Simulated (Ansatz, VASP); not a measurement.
# B49H50CN50 (BN(111) slab, H on both faces) in two plane-wave programs, part 2 of 2

Aim: how closely do two programs agree when they are given the same cell, functional and k mesh? The structure shown is the start of the Ansatz relaxation below; VASP solves that cell, so the two are compared at the walk's first step.

VASP 6.6.1 and Ansatz 0.2.0.

So far: Starting point; Ansatz: relaxation, LDA.

### Step 3. VASP: single point, LDA, start cell

Level of this step: LDA; plane waves and PAW (B, N, C, H) (VASP).

The same cell, functional (in two slightly different forms), mesh and smearing now go to VASP, with its own data sets.

Lines of VASP's logs that name or quote its potential files are left out, and so is its time.

INCAR reads:

```
SYSTEM = B49H50CN50
PREC = Accurate
ENCUT = 520
EDIFF = 1E-06
NELM = 120
ISMEAR = -1
SIGMA = 0.025
LREAL = Auto
ALGO = Normal
GGA = PW92
NBANDS = 330
LORBIT = 11
LWAVE = .FALSE.
LCHARG = .FALSE.
ISIF = 2
LASPH = .TRUE.
GGA_COMPAT = .FALSE.
```

POSCAR reads:

```
B49H50CN50
1.0
   12.7844900000      0.0000000000      0.0000000000
    6.3922500000     11.0716900000      0.0000000000
    0.0000000000      0.0000000000     16.8196200000
B N C H
49 50 1 50
Direct
    0.1331885345      0.1337013591      0.4503728384
    0.0665420087      0.0670177724      0.5715586916
[... 2 atom lines left out ...]
    0.1331886607      0.5336854627      0.4503728384
[... 1 atom line left out ...]
    0.1331975938      0.7336910625      0.4503490566
    0.0665251819      0.6670436040      0.5715586916
[... 1 atom line left out ...]
    0.0665398410      0.8670221077      0.5715527461
[... 10 atom lines left out ...]
    0.5331966694      0.1337013591      0.4503609475
[... 7 atom lines left out ...]
    0.5331911957      0.9336966624      0.4503490566
[... 1 atom line left out ...]
    0.7332013418      0.1336923270      0.4503490566
    0.6665424780      0.0670177724      0.5715527461
[... 4 atom lines left out ...]
    0.7332013690      0.7337000946      0.4503609475
[... 1 atom line left out ...]
    0.7332036902      0.9336876303      0.4503490566
    0.6665312783      0.8670401718      0.5715527461
[... 1 atom line left out ...]
    0.8665426344      0.0670177724      0.5715527461
[... 2 atom lines left out ...]
    0.9331880764      0.5337035267      0.4503728384
[... 1 atom line left out ...]
    0.9331982195      0.7336910625      0.4503609475
    0.8665258076      0.6670436040      0.5715586916
    0.9332116686      0.9336876303      0.4503490566
    0.9998670730      0.0003612818      0.4186004202
[... 4 atom lines left out ...]
    0.1332043047      0.5336854627      0.5390074211
    0.9998637943      0.6003600173      0.4186182565
    0.1331975938      0.7336910625      0.5389895848
    0.9998739374      0.8003475531      0.4186004202
    0.1332110428      0.9336876303      0.5390014757
[... 11 atom lines left out ...]
    0.5331966694      0.1337013591      0.5390014757
[... 7 atom lines left out ...]
    0.5331911957      0.9336966624      0.5389895848
    0.5998622441      0.0003703138      0.4186004202
    0.7332013418      0.1336923270      0.5389895848
[... 5 atom lines left out ...]
    0.7331935471      0.7337000946      0.5390014757
[... 1 atom line left out ...]
    0.7331991741      0.9336966624      0.5389895848
    0.7998714326      0.0003522497      0.4185885293
    0.9332014983      0.1336923270      0.5390014757
[... 3 atom lines left out ...]
    0.9331880764      0.5337035267      0.5390074211
[... 1 atom line left out ...]
    0.9332015255      0.7337000946      0.5390014757
    0.7998692649      0.8003565851      0.4186004202
    0.9332038466      0.9336876303      0.5389895848
    0.8665281288      0.8670311398      0.5715527461
[... 7 atom lines left out ...]
    0.0665396157      0.6670616681      0.6432725591
    0.9998784534      0.8003385210      0.3570473055
    0.0665398410      0.8670221077      0.6432606682
[... 21 atom lines left out ...]
    0.6665503000      0.0670177724      0.6432606682
[... 7 atom lines left out ...]
    0.6665267622      0.8670492039      0.6432606682
    0.7998870766      0.0003522497      0.3570413600
    0.8665282006      0.0669997083      0.6432606682
[... 5 atom lines left out ...]
    0.8665089536      0.6670616681      0.6432725591
    0.7998704750      0.8003385210      0.3570473055
    0.8665236127      0.8670401718      0.6432606682
```

KPOINTS reads:

```
Automatic mesh
0
Gamma
1 1 1
0 0 0
```

Potentials, in the order of the species: B, N, C and H (LDA family, release 64).

The run is started by

```
export OMP_NUM_THREADS=3
mpirun -np 1 vasp_gam
```

Numbers of over 12 decimals in the logs are rounded to 6 here.

Log:

```text
[banner, memory and clock lines left out]
running    1 mpi-ranks, on    1 nodes
[...]
Offloading initialized ...    1 GPUs detected
[...]
|                                                                             |
|               ----> ADVICE to this user running VASP <----                  |
|                                                                             |
|     You enforced a specific xc type in the INCAR file but a different       |
|     [... a line on the potential file left out ...]
|     I HOPE YOU KNOW WHAT YOU ARE DOING!                                     |
|                                                                             |

 LDA part: xc-table for (Slater(with rela. corr.)+PW92), standard interpolation
 POSCAR, INCAR and KPOINTS ok, starting setup
[...]
entering main loop
       N       E                     dE             d eps       ncg     rms          rms(c)
DAV:   1     0.464758680921E+04    0.46476E+04   -0.21763E+05   676   0.121E+03
DAV:   2    -0.540140249986E+03   -0.51877E+04   -0.49006E+04   936   0.307E+02
DAV:   3    -0.120054868952E+04   -0.66041E+03   -0.65533E+03   848   0.122E+02
DAV:   4    -0.122277554087E+04   -0.22227E+02   -0.22152E+02   840   0.233E+01
[...]
DAV:  24    -0.112667124402E+04   -0.78857E-05   -0.29945E-07   544   0.786E-04    0.713E-04
DAV:  25    -0.112667125015E+04   -0.61308E-05   -0.27078E-07   528   0.604E-04    0.309E-04
DAV:  26    -0.112667125108E+04   -0.93642E-06   -0.40402E-08   576   0.268E-04
   1 F= -.11266713E+04 E0= -.11266539E+04  d E =-.346574E-01
```

From OUTCAR (step 3):

```text
  FREE ENERGIE OF THE ION-ELECTRON SYSTEM (eV)
  ---------------------------------------------------
  free  energy   TOTEN  =     -1126.6712510835 eV

  energy  without entropy=    -1126.6365937245  energy(sigma->0) =    -1126.65392240
```

This run has no spin polarisation. Its electron count is odd, so without a moment it is a metal by construction.

### Step 4. Side by side

Known differences besides the potentials themselves: the two LDA forms differ slightly; the cutoff is 420 eV in Ansatz and 520 eV in VASP (PREC = Accurate, projectors in real space); VASP's log shows a relativistic correction to its local exchange, Ansatz's none. Total energies have different zeros and are not compared.

Forces on 10 of the 150 atoms, those with the largest forces and the largest differences (eV/Å; atoms numbered as in POSCAR):

```
atom          Ansatz x, y, z            VASP x, y, z
 B39   0.056, -0.030, -1.210   0.053, -0.027, -1.213
 B47    0.001, 0.066, -1.208    0.003, 0.062, -1.212
 B49  -0.059, -0.033, -1.208  -0.058, -0.031, -1.211
 N89    1.846, -1.069, 1.092    1.832, -1.059, 1.099
 N97    -0.002, 2.133, 1.092    -0.004, 2.115, 1.098
 N99   -1.845, -1.066, 1.093   -1.831, -1.055, 1.101
H103   -0.008, 0.001, -0.014   -0.008, 0.001, -0.067
H105   -0.005, 0.005, -0.014   -0.005, 0.005, -0.068
H145   -0.002, 0.002, -0.013   -0.003, 0.003, -0.067
H150    0.000, 0.000, -2.566    0.000, 0.000, -2.549
```

The forces differ by 14 meV/Å r.m.s., which is 4.9 % of the r.m.s. force of 0.295 eV/Å (both taken over all components). Where the cell holds vacuum, a pressure given here is an average over it and none of the material.

### Step 5. Summary of results

```
r.m.s. force difference (single point, LDA, start cell) : 4.9 % of the r.m.s. force
```

What this shows: The r.m.s. force difference is 4.9 % of the r.m.s. force (single point, LDA, start cell), beyond the 3 % picked in this series as the mark of a large difference. What causes the difference of the single point, LDA, start cell pair stays open here. How closely two codes agree says nothing of how well the functional describes the real material.

[Lines on the potential files, build, host, timing and source positions are cut from VASP's logs without a mark.]

[Logs are printed without paths, hosts, clocks, repeated set-up lines and the standing remarks that a program may print on its own settings, such as how far it seeks lower states.]

[Hosts, paths, dates, database ids (printed as entryN), source tags and the programs' standing remarks are cut or masked in the printed files.]
